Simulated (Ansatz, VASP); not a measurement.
**SiTe5 in VASP and in Ansatz**

Contents of INCAR:

```
PREC = Accurate ; ENCUT = 520
EDIFF = 1E-6 ; ISMEAR = 0
SIGMA = 0.1 ; LREAL = F
LASPH = T ; NELM = 60
ALGO = Normal ; ISIF = 2
LWAVE = F ; LCHARG = F
GGA = PE ; NBANDS = 26
```

The input KPOINTS:

```
regular mesh
0
Gamma
  6 6 2
```

POSCAR

```
SiTe5
1.0
    4.6699198500      0.0000000000      0.0000000000
   -2.3349599200      4.0442692200      0.0000000000
    0.0000000000      0.0000000000     10.0883542200
Si Te
1 5
Direct
    0.0000000000      0.0000000000      0.5000000000
    0.3333333300      0.6666666700      0.1451429400
    0.6666666700      0.3333333300      0.1451429400
    0.6666666700      0.3333333300      0.8548570600
    0.3333333300      0.6666666700      0.8548570600
    0.0000000000      0.0000000000      0.0000000000
```

Input for Ansatz:

```yaml
crystal:
  lattice:
    - [4.66991985, 0.0, 0.0]
    - [-2.33495992, 4.04426922, 0.0]
    - [0.0, 0.0, 10.08835422]
  atoms:
    - { symbol: Si, position: [0.0, 0.0, 0.5] }
    - { symbol: Te, position: [0.33333333, 0.66666667, 0.14514294] }
    - { symbol: Te, position: [0.66666667, 0.33333333, 0.14514294] }
    - { symbol: Te, position: [0.66666667, 0.33333333, 0.85485706] }
    - { symbol: Te, position: [0.33333333, 0.66666667, 0.85485706] }
    - { symbol: Te, position: [0.0, 0.0, 0.0] }
basis:
  ecutwfc: 420
kpoints:
  mp_grid: { grid: [6, 6, 2] }
hamiltonian:
  xc: pbe
scf:
  occupations: { method: gaussian, width: 0.1 }
  lower_state_search: "off"
output:
  forces: true
  stress: true
  eigenvalues: true
```

Alike in both runs: task single point; functional PBE; k mesh 6 × 6 × 2; occupations gaussian, width 0.1 eV; no spin polarisation.

|  | VASP | Ansatz |
| --- | --- | --- |
| version | VASP 6.6.1 | Ansatz 0.2.0 |
| potentials or method | VASP PAW PBE potentials, release 64 (Si, Te) | scalar-relativistic, plane waves, PAW |
| plane-wave cutoff (eV) | 520 | 420 |
| valence electrons in the cell | 34 | 84 |

Ansatz gave:

* gap on the k mesh at the Fermi level (eV): none
* pressure (GPa): 22.3
* largest component of the traceless stress (GPa): 9.81
* rms of the force components (eV/Å): 1.557

Question: Which values does VASP return?

Answer: gap on the k mesh at the Fermi level (eV): none; pressure (GPa): 22.5; largest component of the traceless stress (GPa): 9.84; rms of the force components (eV/Å): 1.567.

Atom by atom the forces differ by 0.010 eV/Å (rms over components). A gap of «none» marks a metal or a gap that the smearing closes. The two sets of potentials don't hold the same shells in valence.

Caveats: so large a pressure means that the cell lies far from this level's equilibrium, or that cutoff or potentials fall short (VASP); this functional lacks dispersion, which binds the layers, so the pressure and a relaxed spacing across them are unreliable; forces of over 1 eV/Å show positions far from the minimum, so gaps and moduli don't describe the material at rest. The runs have no spin-orbit coupling, so splittings on Te are missing.
